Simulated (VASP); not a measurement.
All values below come from optB86b-vdW, VASP's PBE PAW potentials (set 64) (plane waves; VASP).

A VASP calculation is set up with these files.

File KPOINTS:
```
Regular mesh
0
gamma
  13 13 13
```

File POSCAR:
```
TiC
1
    0.0000000000     2.1650000000     2.1650000000
    2.1650000000     0.0000000000     2.1650000000
    2.1650000000     2.1650000000     0.0000000000
Ti C
1 1
Direct
  0.0000000000   0.0000000000   0.0000000000
  0.5000000000   0.5000000000   0.5000000000
```

INCAR:
```
AGGAC = 0.0
ALGO = Normal
EDIFF = 1E-6
EDIFFG = -0.01
ENCUT = 520
GGA = MK
IBRION = 2
ISIF = 3
ISMEAR = 1
LASPH = .TRUE.
LCHARG = .FALSE.
LMAXMIX = 4
LREAL = .FALSE.
LUSE_VDW = .TRUE.
LWAVE = .FALSE.
NELM = 100
NSW = 60
PARAM1 = 0.1234
PARAM2 = 1.0
PREC = Accurate
SIGMA = 0.1
SYSTEM = TiC
```

POTCAR, in this order: Ti_sv C (PBE.64 set). Program: vasp_std.

What VASP printed:

OUTCAR:
```
 ion  position               nearest neighbor table
   1  0.000  0.000  0.000-   2 2.17   2 2.17   2 2.17   2 2.17   2 2.17   2 2.17
   2  0.500  0.500  0.500-   1 2.17   1 2.17   1 2.17   1 2.17   1 2.17   1 2.17
  LATTYP: Found a face centered cubic cell.
 ALAT       =     4.3300000000
 Subroutine PRICEL returns:
 Original cell was already a primitive cell.
 Subroutine GETGRP returns: Found 48 space group operations
The static configuration has the point symmetry O_h .
The dynamic configuration has the point symmetry O_h .
 Subroutine INISYM returns: Found 48 space group operations
 Subroutine IBZKPT returns following result:
 Found     84 irreducible k-points:

 Following reciprocal coordinates:
            Coordinates               Weight
  0.000000  0.000000  0.000000      1.000000
  0.076923  0.000000  0.000000      8.000000
  0.153846  0.000000  0.000000      8.000000
  0.230769  0.000000  0.000000      8.000000
  0.307692  0.000000  0.000000      8.000000
  0.384615  0.000000  0.000000      8.000000
  0.461538  0.000000  0.000000      8.000000
  0.076923  0.076923  0.000000      6.000000
  0.153846  0.076923  0.000000     24.000000
  0.230769  0.076923  0.000000     24.000000
  0.307692  0.076923  0.000000     24.000000
  0.384615  0.076923  0.000000     24.000000
  0.461538  0.076923  0.000000     24.000000
 -0.461538  0.076923  0.000000     24.000000
 -0.384615  0.076923  0.000000     24.000000
 -0.307692  0.076923  0.000000     24.000000
 -0.230769  0.076923  0.000000     24.000000
 -0.153846  0.076923  0.000000     24.000000
 -0.076923  0.076923  0.000000     12.000000
  0.153846  0.153846  0.000000      6.000000
  0.230769  0.153846  0.000000     24.000000
  0.307692  0.153846  0.000000     24.000000
  0.384615  0.153846  0.000000     24.000000
  0.461538  0.153846  0.000000     24.000000
...
```

OSZICAR:
```
       N       E                     dE             d eps       ncg     rms          rms(c)
DAV:   1     0.119011138815E+03    0.11901E+03   -0.84909E+03  2016   0.160E+03
DAV:   2    -0.107005408042E+02   -0.12971E+03   -0.12359E+03  2116   0.376E+02
DAV:   3    -0.201957057202E+02   -0.94952E+01   -0.90811E+01  2636   0.968E+01
DAV:   4    -0.206537839674E+02   -0.45808E+00   -0.45760E+00  2692   0.203E+01
DAV:   5    -0.206655257947E+02   -0.11742E-01   -0.11741E-01  2712   0.296E+00    0.188E+01
DAV:   6    -0.157739713148E+02    0.48916E+01   -0.32467E+01  2392   0.706E+01    0.729E+00
DAV:   7    -0.151130651185E+02    0.66091E+00   -0.50314E+00  2460   0.289E+01    0.498E+00
DAV:   8    -0.150774918979E+02    0.35573E-01   -0.14344E-01  2156   0.501E+00    0.313E+00
DAV:   9    -0.150756543426E+02    0.18376E-02   -0.16182E-01  2304   0.515E+00    0.806E-01
DAV:  10    -0.150723481900E+02    0.33062E-02   -0.16922E-02  2852   0.187E+00    0.577E-01
DAV:  11    -0.150708899179E+02    0.14583E-02   -0.67930E-03  2152   0.128E+00    0.121E-01
DAV:  12    -0.150709018650E+02   -0.11947E-04   -0.43194E-04  2264   0.276E-01    0.396E-02
DAV:  13    -0.150708856114E+02    0.16254E-04   -0.31458E-05  2876   0.774E-02    0.143E-02
DAV:  14    -0.150708833507E+02    0.22607E-05   -0.27292E-06  2172   0.135E-02    0.300E-03
DAV:  15    -0.150708831616E+02    0.18910E-06   -0.30902E-07  1096   0.861E-03
   1 F= -.15070883E+02 E0= -.15070814E+02  d E =-.150709E+02
       N       E                     dE             d eps       ncg     rms          rms(c)
DAV:   1    -0.151235624207E+02   -0.52679E-01   -0.12019E+00  2036   0.178E+01    0.229E+00
DAV:   2    -0.150786666694E+02    0.44896E-01   -0.24750E-01  2228   0.790E+00    0.688E-01
DAV:   3    -0.150690566300E+02    0.96100E-02   -0.39339E-02  2300   0.222E+00    0.283E-01
DAV:   4    -0.150689065427E+02    0.15009E-03   -0.13852E-02  2156   0.127E+00    0.154E-01
DAV:   5    -0.150697397104E+02   -0.83317E-03   -0.11410E-03  2412   0.375E-01    0.555E-02
DAV:   6    -0.150701266022E+02   -0.38689E-03   -0.92115E-04  2892   0.157E-01    0.494E-02
DAV:   7    -0.150701825918E+02   -0.55990E-04   -0.10421E-04  2316   0.104E-01    0.636E-03
DAV:   8    -0.150701823827E+02    0.20901E-06   -0.10873E-05  2448   0.319E-02    0.673E-03
DAV:   9    -0.150701835561E+02   -0.11734E-05   -0.94357E-07  1388   0.106E-02    0.162E-03
DAV:  10    -0.150701837925E+02   -0.23639E-06   -0.43471E-07  1060   0.546E-03
   2 F= -.15070184E+02 E0= -.15070101E+02  d E =0.699369E-03
       N       E                     dE             d eps       ncg     rms          rms(c)
DAV:   1    -0.150896008223E+02   -0.19417E-01   -0.39403E-01  2036   0.103E+01    0.134E+00
DAV:   2    -0.150753763531E+02    0.14224E-01   -0.94459E-02  2280   0.475E+00    0.428E-01
DAV:   3    -0.150713708682E+02    0.40055E-02   -0.15239E-02  2284   0.142E+00    0.158E-01
DAV:   4    -0.150713722323E+02   -0.13641E-05   -0.44160E-03  2132   0.685E-01    0.839E-02
DAV:   5    -0.150717024301E+02   -0.33020E-03   -0.48081E-04  2528   0.207E-01    0.301E-02
DAV:   6    -0.150717741573E+02   -0.71727E-04   -0.18687E-04  2800   0.742E-02    0.236E-02
DAV:   7    -0.150717937932E+02   -0.19636E-04   -0.51578E-05  2364   0.726E-02    0.216E-02
DAV:   8    -0.150717929781E+02    0.81501E-06   -0.14158E-05  2072   0.473E-02    0.247E-03
DAV:   9    -0.150717931118E+02   -0.13366E-06   -0.94144E-07  1572   0.788E-03
   3 F= -.15071793E+02 E0= -.15071718E+02  d E =-.909950E-03
```

File OUTCAR:
```
------------------------ aborting loop because EDIFF is reached ----------------------------------------
  FORCE on cell =-STRESS in cart. coord.  units (eV):
  Direction    XX          YY          ZZ          XY          YZ          ZX
  --------------------------------------------------------------------------------------
  Total        0.0020945      0.0020945      0.0020945      0.0000000      0.0000000     -0.0000000
  in kB        0.1665893      0.1665893      0.1665893      0.0000000      0.0000000     -0.0000000
  external PRESSURE =       0.1665893 kB  Pullay stress =       0.0000000 kB
  volume of cell :       20.14
      direct lattice vectors                 reciprocal lattice vectors
     0.000000000  2.159588617  2.159588617    -0.231525577  0.231525577  0.231525577
     2.159588617 -0.000000000  2.159588617     0.231525577 -0.231525577  0.231525577
     2.159588617  2.159588617  0.000000000     0.231525577  0.231525577 -0.231525577
 POSITION                                       TOTAL-FORCE (eV/Angst)
 -----------------------------------------------------------------------------------
      0.00000      0.00000      0.00000        -0.000000      0.000000      0.000000
      2.15959      2.15959      2.15959         0.000000     -0.000000     -0.000000
 -----------------------------------------------------------------------------------
    total drift:                                0.000000     -0.000000     -0.000000
  FREE ENERGIE OF THE ION-ELECTRON SYSTEM (eV)
  ---------------------------------------------------
  free  energy   TOTEN  =       -15.0717931118 eV

  energy  without entropy=      -15.0715690867  energy(sigma->0) =      -15.07171844

 reached required accuracy - stopping structural energy minimisation
```
(Selected blocks of OUTCAR.)

**CONTCAR**
```
TiC
   1.00000000000000
     0.0000000000000000    2.1595886170111518    2.1595886170111518
     2.1595886170111518   -0.0000000000000000    2.1595886170111518
     2.1595886170111518    2.1595886170111518    0.0000000000000000
  Ti              C
     1     1
Direct
     0.0000000000000000    0.0000000000000000    0.0000000000000000
     0.5000000000000000    0.5000000000000000    0.5000000000000000
```

### OUTCAR
```
 val. band max:        9.3888653634   @ k =   0.4615   0.4615   0.0000

 cond. band min:       9.4820322294   @ k =   0.3846   0.3077   0.0000


 Fermi energy:         9.4759422375

 k-point     1 :       0.0000    0.0000    0.0000
  band No.  band energies     occupation
      1     -46.9748      2.00000
      2     -23.1042      2.00000
      3     -23.1042      2.00000
      4     -23.1042      2.00000
      5      -2.9225      2.00000
      6      10.1163     -0.00000
      7      10.1163     -0.00000
      8      10.1163     -0.00000
      9      11.1192     -0.00000
     10      11.1192     -0.00000
     11      11.1192     -0.00000
     12      11.1446     -0.00000

 k-point     2 :       0.0769    0.0000    0.0000
  band No.  band energies     occupation
      1     -46.9704      2.00000
      2     -23.1347      2.00000
      3     -23.1071      2.00000
      4     -23.1071      2.00000
      5      -2.7884      2.00000
      6       9.4954      0.67742
      7       9.7534     -0.00062
      8       9.7534     -0.00062
      9      10.4336     -0.00000
     10      10.4336     -0.00000
     11      11.4402     -0.00000
     12      12.3889      0.00000

 k-point     3 :       0.1538    0.0000    0.0000
  band No.  band energies     occupation
      1     -46.9583      2.00000
      2     -23.2184      2.00000
      3     -23.1149      2.00000
      4     -23.1149      2.00000
      5      -2.3988      2.00000
      6       8.3402      2.00000
      7       8.7743      2.00000
      8       8.7743      2.00000
      9      10.6514     -0.00000
     10      10.6514     -0.00000
     11      11.8329      0.00000
     12      13.7102      0.00000

 k-point     4 :       0.2308    0.0000    0.0000
  band No.  band energies     occupation
      1     -46.9411      2.00000
      2     -23.3347      2.00000
      3     -23.1260      2.00000
      4     -23.1260      2.00000
      5      -1.7908      2.00000
      6       7.0372      2.00000
...
```

The compound is TiC in the rock salt structure. This run relaxes it. Symmetry was kept, so distortions that lower it aren't found.
